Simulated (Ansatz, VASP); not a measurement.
# ZrTeBr in VASP and in Ansatz

```xyz
3
Lattice="5.0039 0.0000 0.0000 -2.5020 4.3335 0.0000 0.0000 0.0000 3.6695" Properties=species:S:1:pos:R:3 pbc="T T T"
Zr    0.0000    0.0000    1.8348
Te    0.0000    2.8890    1.8348
Br    2.5020    1.4445    0.0000
```

Change from the starting cell: species swapped into the BaAlSn type (P-6m2, No. 187).

Alike in both runs: functional PBE; k mesh 12 × 12 × 12; occupations gaussian, width 0.1 eV; no spin polarisation.

Ansatz relaxed the structure, and its values are those at the end. VASP's run is a single point on that final structure, the one shown.

|  | VASP | Ansatz |
| --- | --- | --- |
| version | VASP 6.6.1 | Ansatz 0.2.0 |
| potentials or method | VASP PAW PBE potentials, release 64 (Zr_sv, Te, Br) | scalar-relativistic, plane waves, PAW |
| plane-wave cutoff (eV) | 520 | 420 |
| valence electrons in the cell | 25 | 35 |

|  | VASP | Ansatz | Ansatz less VASP |
| --- | --- | --- | --- |
| gap on the k mesh at the Fermi level (eV) | none | none | - |
| pressure (GPa) | 0.0 | 0.0 | -0.01 |

A gap of «none» marks a metal or a gap that the smearing closes. The functional is the same, so the differences come from potentials, cutoffs and numerics. The two sets of potentials don't hold the same shells in valence.

Caveats: an odd number of electrons without spin polarisation forces a metal; a magnetic or distorted state may lie lower. The runs have no spin-orbit coupling, so splittings on Te are missing.
